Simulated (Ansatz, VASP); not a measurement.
# TiGe2As4 (TiGe2As4 bilayer, AB): VASP beside Ansatz, part 2 of 2

Wanted: the spread between two codes on one cell, functional and k mesh. The structure shown is the start of the Ansatz relaxation below; VASP solves that cell, so the two are compared at the walk's first step.

VASP 6.6.1 and Ansatz 0.2.0.

So far: The structure; Ansatz: relaxation, PBE with D4.

### 3. VASP: single point, PBE with D4, start cell

Level of this step: PBE with D4; plane waves and PAW (As, Ge_d, Ti_sv) (VASP).

The same cell, functional, mesh and smearing now go to VASP, with its own data sets.

Lines of VASP's logs that name or quote its potential files are left out, and so is its time.

The input, INCAR:

```
SYSTEM = TiGe2As4
PREC = Accurate
ENCUT = 410
EDIFF = 1E-06
NELM = 120
ISMEAR = -1
SIGMA = 0.05
LREAL = .FALSE.
ALGO = Normal
GGA = PE
IVDW = 13
NBANDS = 74
LASPH = .TRUE.
LORBIT = 11
LWAVE = .FALSE.
LCHARG = .FALSE.
ISIF = 2
LDIPOL = .TRUE.
IDIPOL = 3
DIPOL = 0.5 0.5 0.5
LVHAR = .TRUE.
GGA_COMPAT = .FALSE.
NELMDL = -8
KPAR = 4
```

The input, POSCAR:

```
TiGe2As4
1.0
    3.7300000000      0.0000000000      0.0000000000
   -1.8650000000      3.2302750000      0.0000000000
    0.0000000000      0.0000000000     74.2304240000
As Ge Ti
8 4 2
Direct
    0.0000000000      0.0000000000      0.3543021659
    0.3333333849      0.6666667699      0.3971821446
    0.3333333849      0.6666667699      0.4369126734
    0.0000000000      0.0000000000      0.4797926521
    0.3333333849      0.6666667699      0.5202073479
    0.6666666151      0.3333332301      0.5630873266
    0.6666666151      0.3333332301      0.6028178554
    0.3333333849      0.6666667699      0.6456978341
    0.3333333849      0.6666667699      0.3659281132
    0.3333333849      0.6666667699      0.4681667048
    0.6666666151      0.3333332301      0.5318332952
    0.6666666151      0.3333332301      0.6340718868
    0.0000000000      0.0000000000      0.4170474090
    0.3333333849      0.6666667699      0.5829525910
```

The input, KPOINTS:

```
Automatic mesh
0
Gamma
12 12 1
0 0 0
```

PAW data sets: As, Ge_d and Ti_sv (PBE family, release 64).

On the command line:

```console
mpirun -np 4 vasp_std
```

Numbers of over 12 decimals in the logs are rounded to 6 here.

The program printed:

```text
[banner, memory and clock lines left out]
running    4 mpi-ranks, on    1 nodes
 distrk:  each k-point on    1 cores,    4 groups
 distr:  one band on    1 cores,    1 groups

 POSCAR found type information on POSCAR AsGeTi
 POSCAR found :  3 types and      14 ions
 LDA part: xc-table for (Slater+PW92), standard interpolation
|                                                                             |
|           W    W    AA    RRRRR   N    N  II  N    N   GGGG   !!!           |
|           W    W   A  A   R    R  NN   N  II  NN   N  G    G  !!!           |
|           W    W  A    A  R    R  N N  N  II  N N  N  G       !!!           |
|           W WW W  AAAAAA  RRRRR   N  N N  II  N  N N  G  GGG   !            |
|           WW  WW  A    A  R   R   N   NN  II  N   NN  G    G                |
|           W    W  A    A  R    R  N    N  II  N    N   GGGG   !!!           |
|                                                                             |
|     One of the lattice vectors is very long (>50 A), but AMIN is rather     |
|     large. This can spoil convergence since charge sloshing might occur     |
|     along the long lattice vector. If problems with convergence are         |
|     observed, try to decrease AMIN to a smaller value (e.g. 0.01).          |
|     Note: This warning only applies if the self-consistency cycle is        |
|     used.                                                                   |
|                                                                             |

 POSCAR, INCAR and KPOINTS ok, starting setup
 FFT: planning ... GRIDC
 FFT: planning ... GRID_SOFT
 FFT: planning ... GRID
 WAVECAR not read
 entering main loop
       N       E                     dE             d eps       ncg     rms          rms(c)
DAV:   1     0.115191445945E+04    0.11519E+04   -0.48695E+04  3356   0.156E+03
DAV:   2     0.115322972831E+03   -0.10366E+04   -0.10087E+04  3326   0.406E+02
DAV:   3    -0.600934455043E+02   -0.17542E+03   -0.17161E+03  4094   0.172E+02
DAV:   4    -0.759304469069E+02   -0.15837E+02   -0.15718E+02  3992   0.515E+01
DAV:   5    -0.773695281712E+02   -0.14391E+01   -0.14374E+01  4464   0.106E+01
DAV:   6    -0.774270947030E+02   -0.57567E-01   -0.57561E-01  4568   0.201E+00
DAV:   7    -0.774287427271E+02   -0.16480E-02   -0.16480E-02  4344   0.311E-01
DAV:   8    -0.774287980931E+02   -0.55366E-04   -0.55365E-04  4672   0.627E-02    0.178E+01
DAV:   9    -0.755488644955E+02    0.18799E+01   -0.52054E+01  3716   0.253E+01    0.208E+01
DAV:  10    -0.728997308611E+02    0.26491E+01   -0.78876E+01  3674   0.306E+01    0.889E+00
DAV:  11    -0.890853004409E+02   -0.16186E+02   -0.69216E+01  3992   0.178E+01    0.224E+01
DAV:  12    -0.718074847287E+02    0.17278E+02   -0.13535E+02  3838   0.151E+01    0.492E+00
DAV:  13    -0.769994402421E+02   -0.51920E+01   -0.29984E+01  3638   0.833E+00    0.919E+00
DAV:  14    -0.719402489424E+02    0.50592E+01   -0.19039E+01  3590   0.575E+00    0.313E+00
[...]
DAV:  54    -0.712741324082E+02    0.86292E-04   -0.11749E-04  3984   0.533E-02    0.153E-01
DAV:  55    -0.712741040269E+02    0.28381E-04   -0.14702E-04  3210   0.368E-02    0.130E-01
DAV:  56    -0.712741099952E+02   -0.59683E-05   -0.13256E-05  2976   0.158E-02    0.133E-01
DAV:  57    -0.712741151529E+02   -0.51577E-05   -0.39297E-06  2920   0.786E-03    0.138E-01
DAV:  58    -0.712741171030E+02   -0.19501E-05   -0.19356E-06  2328   0.681E-03    0.141E-01
DAV:  59    -0.712741172345E+02   -0.13152E-06   -0.27465E-05  3096   0.252E-02    0.143E-01
DAV:  60    -0.712741152213E+02    0.20132E-05   -0.58905E-06  2556   0.711E-03    0.142E-01
DAV:  61    -0.712741149868E+02    0.23446E-06   -0.18047E-07  1540   0.206E-03
   1 F= -.76196693E+02 E0= -.76185944E+02  d E =-.214971E-01
```

From OUTCAR (step 3):

```text
ion  position               nearest neighbor table
   1  0.000  0.000  0.354-   9 2.32   9 2.32   9 2.32
   2  0.333  0.667  0.397-   9 2.32  13 2.61  13 2.61  13 2.61
   3  0.333  0.667  0.437-  10 2.32  13 2.61  13 2.61  13 2.61
   4  0.000  0.000  0.480-  10 2.32  10 2.32  10 2.32
   5  0.333  0.667  0.520-  11 2.32  11 2.32  11 2.32
   6  0.667  0.333  0.563-  11 2.32  14 2.61  14 2.61  14 2.61
   7  0.667  0.333  0.603-  12 2.32  14 2.61  14 2.61  14 2.61
   8  0.333  0.667  0.646-  12 2.32  12 2.32  12 2.32
   9  0.333  0.667  0.366-   2 2.32   1 2.32   1 2.32   1 2.32
  10  0.333  0.667  0.468-   3 2.32   4 2.32   4 2.32   4 2.32
  11  0.667  0.333  0.532-   5 2.32   6 2.32   5 2.32   5 2.32
  12  0.667  0.333  0.634-   8 2.32   7 2.32   8 2.32   8 2.32
  13  0.000  0.000  0.417-   2 2.61   3 2.61   2 2.61   3 2.61   2 2.61   3 2.61
  14  0.333  0.667  0.583-   7 2.61   6 2.61   7 2.61   6 2.61   7 2.61   6 2.61

  LATTYP: Found a hexagonal cell.
 ALAT       =     3.7300000000
 C/A-ratio  =    19.9009179625

 Subroutine GETGRP returns: Found  6 space group operations
 (whereof  6 operations were pure point group operations)

The static configuration has the point symmetry C_3v.

 Found     19 irreducible k-points:

   k-points           NKPTS =     19   k-points in BZ     NKDIM =     19   number of bands    NBANDS=     74

   dimension x,y,z NGX =    28 NGY =   28 NGZ =  490
   dimension x,y,z NGXF=    56 NGYF=   56 NGZF=  980

   ENCUT  =  410.0 eV  30.13 Ry    5.49 a.u.   6.16  6.16122.55*2*pi/ulx,y,z

   NELECT =     120.0000    total number of electrons

 k-points in reciprocal lattice and weights: Automatic mesh
   0.00000000  0.00000000  0.00000000       0.007
   0.08333333 -0.00000000  0.00000000       0.042
   0.16666667 -0.00000000  0.00000000       0.042
   0.25000000 -0.00000000  0.00000000       0.042
   0.33333333 -0.00000000  0.00000000       0.042
   0.41666667  0.00000000  0.00000000       0.042
   0.50000000 -0.00000000  0.00000000       0.021
   0.08333333  0.08333333  0.00000000       0.042
   0.16666667  0.08333333  0.00000000       0.083
[...]
0.33333333  0.25000000  0.00000000       0.083
   0.33333333  0.33333333  0.00000000       0.014

 dipolmoment           0.000000      0.000000     -0.001912 electrons x Angstroem

 average (electrostatic) potential at core
       1 -56.3970       2 -55.3962       3 -55.4090       4 -56.4893       5 -56.4542
       6 -55.4275       7 -55.3998       8 -56.3725       9 -81.4589      10 -81.5016
      11 -81.4533      12 -81.4753      13 -82.6178      14 -82.6129

 E-fermi :  -1.5278

 k-point     1 :       0.0000    0.0000    0.0000
  band No.  band energies     occupation
    ...
     56      -1.6235      1.74293
     57      -1.5961      1.59355
     58      -1.5961      1.59354
     59      -1.5888      1.54416
     60      -1.5888      1.54413
     61      -1.4329      0.26067
     62      -1.0089      0.00006
     63      -0.9174      0.00001
     64      -0.8247      0.00000
     65      -0.2787      0.00000
    ...

 k-point     2 :       0.0833   -0.0000    0.0000
  band No.  band energies     occupation
    ...
     55      -2.1824      2.00000
     56      -1.7561      1.97942
     57      -1.7124      1.95137
     58      -1.6920      1.92782
     59      -1.6840      1.91578
     60      -1.4678      0.46283
     61      -0.9349      0.00001
     62      -0.6438      0.00000
     63      -0.3355      0.00000
     64      -0.3030      0.00000
    ...

 k-point     3 :       0.1667   -0.0000    0.0000
  band No.  band energies     occupation
    ...
     56      -2.2281      2.00000
     57      -2.0608      1.99995
     58      -1.9306      1.99937
     59      -1.9212      1.99924
     60      -1.6594      1.86589
     61      -0.9165      0.00001
     62      -0.8839      0.00001
     63      -0.1309      0.00000
     64      -0.0543      0.00000
     65      -0.0470      0.00000
    ...

  DFT-D4 for vdW energy calculation

  Edisp (eV):   -4.92258

  Total      10.65671    10.65672    20.54124     0.00000     0.00000     0.00000
  in kB      19.08990    19.08990    36.79654     0.00000     0.00000     0.00000
  external pressure =       24.99 kB  Pullay stress =        0.00 kB

  energy-cutoff  :      410.00
  volume of cell :      894.40
      direct lattice vectors                 reciprocal lattice vectors
     3.730000000  0.000000000  0.000000000     0.268096515  0.154785583  0.000000000
    -1.865000000  3.230275000  0.000000000     0.000000000  0.309571167  0.000000000
     0.000000000  0.000000000 74.230424000     0.000000000  0.000000000  0.013471565

 POSITION                                       TOTAL-FORCE (eV/Angst)
 -----------------------------------------------------------------------------------
      0.00000      0.00000     26.30000         0.000000     -0.000000     -2.854031
     -0.00000      2.15352     29.48300        -0.000000     -0.000000      1.591096
     -0.00000      2.15352     32.43221        -0.000000     -0.000000     -1.540427
      0.00000      0.00000     35.61521        -0.000000     -0.000000      2.857966
     -0.00000      2.15352     38.61521        -0.000000     -0.000000     -2.828693
      1.86500      1.07676     41.79821        -0.000000     -0.000000      1.549412
      1.86500      1.07676     44.74743        -0.000000      0.000000     -1.588647
     -0.00000      2.15352     47.93042        -0.000000      0.000000      2.861179
     -0.00000      2.15352     27.16300        -0.000000      0.000000      1.468635
     -0.00000      2.15352     34.75221         0.000000     -0.000000     -1.458619
      1.86500      1.07676     39.47821         0.000000      0.000000      1.396725
      1.86500      1.07676     47.06743         0.000000     -0.000000     -1.482514
      0.00000      0.00000     30.95761        -0.000000     -0.000000      0.004167
     -0.00000      2.15352     43.27282         0.000000     -0.000000      0.023751
 -----------------------------------------------------------------------------------
    total drift:                                0.000000     -0.000703     -0.000882

  FREE ENERGIE OF THE ION-ELECTRON SYSTEM (eV)
  ---------------------------------------------------
  free  energy   TOTEN  =       -76.1966925558 eV

  energy  without entropy=      -76.1751954405  energy(sigma->0) =      -76.18594400

 vacuum level on the upper side and lower side of the slab         3.360         3.389

 total charge
# of ion       s       p       d       tot
------------------------------------------
    1        1.246   1.593   0.047   2.886
    2        1.222   1.605   0.038   2.866
    3        1.223   1.602   0.039   2.863
    4        1.250   1.585   0.049   2.884
    5        1.251   1.582   0.050   2.884
    6        1.224   1.603   0.039   2.865
    7        1.222   1.606   0.038   2.866
    8        1.246   1.592   0.047   2.884
    9        1.121   1.334  10.095  12.551
   10        1.123   1.336  10.095  12.554
   11        1.123   1.340  10.093  12.557
   12        1.121   1.336  10.095  12.552
   13        2.170   6.128   1.883  10.182
   14        2.170   6.128   1.883  10.181
--------------------------------------------------
tot         18.712  30.372  44.491  93.575

[... 3 further parts left out ...]
```

### 4. Comparison

Known differences besides the potentials themselves: Ansatz cuts the interaction across the vacuum, VASP repeats the sheet with a dipole correction; the data sets hold 200 valence electrons in Ansatz (on its default PAW (the set named soft_2) files) and 120 in VASP; the cutoff is 420 eV in Ansatz and 410 eV in VASP. Total energies have different zeros and are not compared.

Forces on 7 of the 14 atoms, those with the largest forces and the largest differences (eV/Å; atoms numbered as in POSCAR):

```tsv
atom	Ansatz x, y, z	VASP x, y, z
As1	0.000, 0.000, -2.821	0.000, 0.000, -2.854
As2	0.000, 0.000, 1.573	0.000, 0.000, 1.591
As4	0.000, 0.000, 2.817	0.000, 0.000, 2.858
As5	0.000, 0.000, -2.794	0.000, 0.000, -2.829
As6	0.000, 0.000, 1.534	0.000, 0.000, 1.549
As7	0.000, 0.000, -1.576	0.000, 0.000, -1.589
As8	0.000, 0.000, 2.823	0.000, 0.000, 2.861
```

The forces differ by 12 meV/Å r.m.s., which is 1.1 % of the r.m.s. force of 1.099 eV/Å (both taken over all components). VASP's last cycles still show a density residual of 1e-02, so its state may not be settled. With vacuum in the cell, a pressure given here is an average over mostly empty space and none of the material.

### 5. Outcome

```json
{"r.m.s. force difference (single point, PBE with D4, start cell)": "1.1 % of the r.m.s. force"}
```

**Reading.** The r.m.s. force difference is 1.1 % of the r.m.s. force (single point, PBE with D4, start cell), within the 3 % picked in this series as the mark of a large difference. The data sets hold unlike numbers of valence electrons (200 in Ansatz and 120 in VASP), so part of the differences comes from the potentials. 1 further run of this series is not shown here. Such differences can come from data sets, numerical settings and the points named under the comparisons, not from the functional's error against experiment.

[Lines on the potential files, build, host, timing and source positions are cut from VASP's logs without a mark.]

[Logs are printed without paths, hosts, clocks, repeated set-up lines and the standing remarks that a program may print on its own settings, such as how far it seeks lower states.]

[Hosts, paths, dates, database ids (printed as entryN), source tags and the programs' standing remarks are cut or masked in the printed files.]
